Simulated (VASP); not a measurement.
Computed with RPBE GGA, VASP's PBE PAW potentials (set 64) (plane waves; VASP 6.6.1).

VASP ran on this input.

KPOINTS:
```
k-points along high-symmetry lines
15
Line-mode
Reciprocal
  0.000000   0.000000   0.000000 ! GAMMA
  0.500000   0.000000   0.500000 ! X

  0.500000   0.000000   0.500000 ! X
  0.625000   0.250000   0.625000 ! U

  0.375000   0.375000   0.750000 ! K
  0.000000   0.000000   0.000000 ! GAMMA

  0.000000   0.000000   0.000000 ! GAMMA
  0.500000   0.500000   0.500000 ! L

  0.500000   0.500000   0.500000 ! L
  0.500000   0.250000   0.750000 ! W

  0.500000   0.250000   0.750000 ! W
  0.500000   0.000000   0.500000 ! X
```

**POSCAR**
```
C
3.5902110
  0.0000000000   0.4999999555   0.4999999555
  0.4999999555   0.0000000000   0.4999999555
  0.4999999555   0.4999999555   0.0000000000
C
2
Cartesian
  0.0000000000   0.0000000000   0.0000000000
  0.2499999778   0.2499999778   0.2499999778
```

INCAR:
```
LWAVE=.False.
LCHARG=.False.
LREAL=.False.   # projection in real space or not
ICHARG=11   # fixed density
SIGMA=0.05
PREC=Accurate
EDIFF=1E-7
LORBIT=11   # lm-projected
SYSTEM=C
ALGO=Normal   # blocked Davidson
GGA=RP
ISMEAR=0
LASPH=.True.
ENCUT=520   # plane-wave cut-off (eV)
NELM=100   # most electronic steps
```

POTCAR, in this order: C (PBE.64 set). Program: vasp_std. Read from the step before: CHGCAR.

The run wrote:

OSZICAR:
```
       N       E                     dE             d eps       ncg     rms          rms(c)
DAV:   1     0.426113804327E+01    0.42611E+01   -0.50190E+03  1488   0.974E+02
DAV:   2    -0.145267551518E+02   -0.18788E+02   -0.16911E+02  2264   0.106E+02
DAV:   3    -0.146443658489E+02   -0.11761E+00   -0.11761E+00  1592   0.113E+01
DAV:   4    -0.146445188081E+02   -0.15296E-03   -0.15296E-03  2096   0.415E-01
DAV:   5    -0.146445189532E+02   -0.14506E-06   -0.14506E-06  1528   0.737E-03
DAV:   6    -0.146445189536E+02   -0.42081E-09   -0.42091E-09  2016   0.325E-04
   1 F= -.14644519E+02 E0= -.14644519E+02  d E =-.354607E-19
```

### OUTCAR
```
 val. band max:        9.5678734709   @ k =   0.0000   0.0000   0.0000

 cond. band min:      13.6503726180   @ k =   0.3571   0.0000   0.3571



 k-point     1 :       0.0000    0.0000    0.0000
  band No.  band energies     occupation
      1     -11.7233      2.00000
      2       9.5679      2.00000
      3       9.5679      2.00000
      4       9.5679      2.00000
      5      15.1077      0.00000
      6      15.1077      0.00000
      7      15.1077      0.00000
      8      22.3941      0.00000

 k-point     2 :       0.0357    0.0000    0.0357
  band No.  band energies     occupation
      1     -11.6768      2.00000
      2       9.3759      2.00000
      3       9.3759      2.00000
      4       9.4492      2.00000
      5      15.0697      0.00000
      6      15.3400      0.00000
      7      15.3400      0.00000
      8      22.4377      0.00000

 k-point     3 :       0.0714    0.0000    0.0714
  band No.  band energies     occupation
      1     -11.5373      2.00000
      2       8.8808      2.00000
      3       8.8808      2.00000
      4       9.1041      2.00000
      5      14.9608      0.00000
      6      15.9554      0.00000
      7      15.9554      0.00000
      8      22.5300      0.00000

 k-point     4 :       0.1071    0.0000    0.1071
  band No.  band energies     occupation
      1     -11.3051      2.00000
      2       8.2262      2.00000
      3       8.2262      2.00000
      4       8.5602      2.00000
      5      14.7950      0.00000
      6      16.8085      0.00000
      7      16.8085      0.00000
      8      22.5543      0.00000

 k-point     5 :       0.1429    0.0000    0.1429
  band No.  band energies     occupation
      1     -10.9810      2.00000
      2       7.5154      2.00000
      3       7.5154      2.00000
      4       7.8516      2.00000
      5      14.5914      0.00000
      6      17.7934      0.00000
      7      17.7934      0.00000
      8      22.3307      0.00000
...
```

The density is held fixed in this step, so its total energy and stress have no physical meaning.

The compound is C in the diamond structure. It was relaxed first.
